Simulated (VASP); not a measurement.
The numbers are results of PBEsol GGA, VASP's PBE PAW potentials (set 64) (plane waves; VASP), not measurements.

VASP ran on this input.

### KPOINTS
```
Automatic mesh
0
Gamma
10 10 15
0 0 0
```

INCAR:
```
SYSTEM = PbO2
PREC = Accurate
ENCUT = 520
EDIFF = 1E-7
NELM = 100
ALGO = Normal
LREAL = .FALSE.
LASPH = .TRUE.
ISMEAR = 0
SIGMA = 0.01
GGA = PS
LMAXMIX = 4
LWAVE = .FALSE.
LCHARG = .FALSE.
LOPTICS = .TRUE.
NBANDS = 93
NEDOS = 1001
CSHIFT = 0.1
```

### POSCAR
```
PbO2
1
    4.9936779014     0.0000000000     0.0000000000
    0.0000000000     4.9936779014     0.0000000000
    0.0000000000     0.0000000000     3.4168354435
Pb O
2 4
Direct
  0.0000000000   0.0000000000   0.0000000000
  0.5000000000   0.5000000000   0.5000000000
  0.3074101816   0.3074101816   0.0000000000
  0.8074101816   0.1925898184   0.5000000000
  0.1925898184   0.8074101816   0.5000000000
  0.6925898184   0.6925898184   0.0000000000
```

POTCAR, in this order: Pb_d O (PBE.64 set). Program: vasp_std.

The run wrote:

OUTCAR:
```
 ion  position               nearest neighbor table
   1  0.000  0.000  0.000-   3 2.17   6 2.17   5 2.18   4 2.18   4 2.18   5 2.18   2 3.92   2 3.92
                             2 3.92   2 3.92   2 3.92   2 3.92   2 3.92   2 3.92
   2  0.500  0.500  0.500-   4 2.17   5 2.17   3 2.18   6 2.18   3 2.18   6 2.18   1 3.92   1 3.92
                             1 3.92   1 3.92   1 3.92   1 3.92   1 3.92   1 3.92
   3  0.307  0.307  0.000-   1 2.17   2 2.18   2 2.18
   4  0.807  0.193  0.500-   2 2.17   1 2.18   1 2.18
   5  0.193  0.807  0.500-   2 2.17   1 2.18   1 2.18
   6  0.693  0.693  0.000-   1 2.17   2 2.18   2 2.18
  LATTYP: Found a simple tetragonal cell.
 ALAT       =     4.9936779014
 C/A-ratio  =     0.6842322454
 Subroutine PRICEL returns:
 Original cell was already a primitive cell.
 Subroutine GETGRP returns: Found 16 space group operations
The static configuration has the point symmetry D_2h.
 The point group associated with its full space group is D_4h.
The dynamic configuration has the point symmetry D_2h.
 Subroutine INISYM returns: Found 16 space group operations
 Subroutine IBZKPT returns following result:
 Found    168 irreducible k-points:

 Following reciprocal coordinates:
            Coordinates               Weight
  0.000000  0.000000  0.000000      1.000000
  0.100000  0.000000  0.000000      4.000000
  0.200000  0.000000  0.000000      4.000000
  0.300000  0.000000  0.000000      4.000000
  0.400000  0.000000  0.000000      4.000000
  0.500000  0.000000  0.000000      2.000000
  0.100000  0.100000  0.000000      4.000000
  0.200000  0.100000  0.000000      8.000000
  0.300000  0.100000  0.000000      8.000000
  0.400000  0.100000  0.000000      8.000000
  0.500000  0.100000  0.000000      4.000000
  0.200000  0.200000  0.000000      4.000000
  0.300000  0.200000  0.000000      8.000000
  0.400000  0.200000  0.000000      8.000000
  0.500000  0.200000  0.000000      4.000000
  0.300000  0.300000  0.000000      4.000000
...
```

OSZICAR:
```
       N       E                     dE             d eps       ncg     rms          rms(c)
DAV:   1     0.617290013097E+03    0.61729E+03   -0.18483E+04 35492   0.679E+02
DAV:   2     0.611490504213E+02   -0.55614E+03   -0.47929E+03 32952   0.237E+02
DAV:   3    -0.351298990915E+02   -0.96279E+02   -0.92172E+02 34984   0.889E+01
DAV:   4    -0.390130954354E+02   -0.38832E+01   -0.38721E+01 36600   0.187E+01
DAV:   5    -0.390801870816E+02   -0.67092E-01   -0.67069E-01 41216   0.262E+00    0.129E+01
DAV:   6    -0.341749721667E+02    0.49052E+01   -0.19138E+00 49964   0.181E+01    0.428E+00
DAV:   7    -0.341309362246E+02    0.44036E-01   -0.96064E-01 37464   0.338E+00    0.272E+00
DAV:   8    -0.340855011459E+02    0.45435E-01   -0.21341E-01 35941   0.162E+00    0.118E+00
DAV:   9    -0.340663073259E+02    0.19194E-01   -0.16354E-02 41528   0.707E-01    0.165E-01
DAV:  10    -0.340669645247E+02   -0.65720E-03   -0.49657E-03 39733   0.224E-01    0.872E-02
DAV:  11    -0.340669767712E+02   -0.12246E-04   -0.86110E-05 37800   0.369E-02    0.311E-02
DAV:  12    -0.340669708058E+02    0.59654E-05   -0.13116E-05 43535   0.138E-02    0.973E-03
DAV:  13    -0.340669696364E+02    0.11694E-05   -0.10054E-06 37032   0.396E-03    0.291E-03
DAV:  14    -0.340669693671E+02    0.26931E-06   -0.16759E-07 38084   0.129E-03    0.240E-04
DAV:  15    -0.340669693631E+02    0.39208E-08   -0.25601E-09 19411   0.290E-04
   1 F= -.34066969E+02 E0= -.34066957E+02  d E =-.254403E-04
 imaginary and real dielectric function
```

### OUTCAR
```
------------------------ aborting loop because EDIFF is reached ----------------------------------------
  FORCE on cell =-STRESS in cart. coord.  units (eV):
  Direction    XX          YY          ZZ          XY          YZ          ZX
  --------------------------------------------------------------------------------------
  Total        0.1010731      0.1010731      0.0527276      0.0000000      0.0000000      0.0000000
  in kB        1.9005584      1.9005584      0.9914782      0.0000000      0.0000000      0.0000000
  external PRESSURE =       1.5975316 kB  Pullay stress =       0.0000000 kB
  volume of cell :       85.21
      direct lattice vectors                 reciprocal lattice vectors
     4.993677901  0.000000000  0.000000000     0.200253204  0.000000000  0.000000000
     0.000000000  4.993677901  0.000000000     0.000000000  0.200253204  0.000000000
     0.000000000  0.000000000  3.416835444     0.000000000  0.000000000  0.292668470
 POSITION                                       TOTAL-FORCE (eV/Angst)
 -----------------------------------------------------------------------------------
      0.00000      0.00000      0.00000        -0.000000     -0.000000      0.000000
      2.49684      2.49684      1.70842        -0.000000     -0.000000      0.000000
      1.53511      1.53511      0.00000         0.010971      0.010971      0.000000
      4.03195      0.96173      1.70842         0.010971     -0.010971      0.000000
      0.96173      4.03195      1.70842        -0.010971      0.010971      0.000000
      3.45857      3.45857      0.00000        -0.010971     -0.010971      0.000000
 -----------------------------------------------------------------------------------
    total drift:                                0.000000     -0.000000      0.000000
  FREE ENERGIE OF THE ION-ELECTRON SYSTEM (eV)
  ---------------------------------------------------
  free  energy   TOTEN  =       -34.0669693631 eV

  energy  without entropy=      -34.0669439228  energy(sigma->0) =      -34.06695664

 plasma frequency squared (from intraband transitions) (eV^2)
  --------------------------------------------------------------------------------------
       0.283       0.000       0.000
       0.000       0.283       0.000
       0.000       0.000       0.042

 plasma frequency squared (from interband transitions, int dw w eps(2)(w)) (eV^2)
  --------------------------------------------------------------------------------------
     637.677       0.000       0.000       0.000       0.000       0.000
       0.000      -0.000     637.677       0.000       0.000       0.000
       0.000       0.000       0.000       0.000     638.686       0.000
```
(Selected blocks of OUTCAR.)

The dielectric response may not be converged in the k-mesh; for small gaps it tends to come out too large.

The compound is PbO2 in the rutile structure. It was relaxed first.
